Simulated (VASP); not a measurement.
Here is the system:

```
WSi2
1.0
   -1.59847     1.59847     3.90519
    1.59847    -1.59847     3.90519
    1.59847     1.59847    -3.90519
Si W
2 1
Cartesian
  0.00000   0.00000   5.20145
  1.59847   1.59847  -1.29626
  0.00000   0.00000   0.00000
```

Method: PBE GGA with D4 dispersion, VASP's PBE PAW potentials (set 64) (plane waves; VASP 6.6.1). Numerical set-up: 520 eV cut-off, Gaussian smearing of 0.050 eV, potentials Si W_sv.

### Question
Give the energies of bands 6 to 14 at the high-symmetry points, in eV from the Fermi level.

### Answer

```json
[
 {"band": "6", "Γ": "-6.94", "X": "-7.12", "P": "-6.72", "N": "-9.93", "M": "-11.09", "S": "-9.41", "R": "-8.23"},
 {"band": "7", "Γ": "-3.77", "X": "-6.08", "P": "-6.69", "N": "-5.79", "M": "-3.91", "S": "-7.83", "R": "-5.97"},
 {"band": "8", "Γ": "-3.38", "X": "-5.52", "P": "-6.69", "N": "-4.90", "M": "-2.64", "S": "-3.09", "R": "-5.20"},
 {"band": "9", "Γ": "-2.89", "X": "-5.08", "P": "-3.07", "N": "-2.83", "M": "-0.85", "S": "-2.71", "R": "-4.12"},
 {"band": "10", "Γ": "-2.89", "X": "-3.32", "P": "-2.45", "N": "-2.80", "M": "-0.85", "S": "-2.53", "R": "-3.18"},
 {"band": "11", "Γ": "0.65", "X": "-1.74", "P": "-2.45", "N": "-0.45", "M": "-0.51", "S": "-0.33", "R": "-2.31"},
 {"band": "12", "Γ": "2.81", "X": "2.79", "P": "0.08", "N": "2.79", "M": "-0.51", "S": "1.78", "R": "1.96"},
 {"band": "13", "Γ": "2.86", "X": "3.06", "P": "3.06", "N": "2.79", "M": "0.83", "S": "2.58", "R": "2.17"},
 {"band": "14", "Γ": "3.16", "X": "3.21", "P": "3.74", "N": "3.97", "M": "4.49", "S": "3.54", "R": "3.10"}
]
```

It has no gap at this level: it comes out as a metal or semimetal.

The compound is WSi2 in the MoSi2 type structure. It was relaxed first.
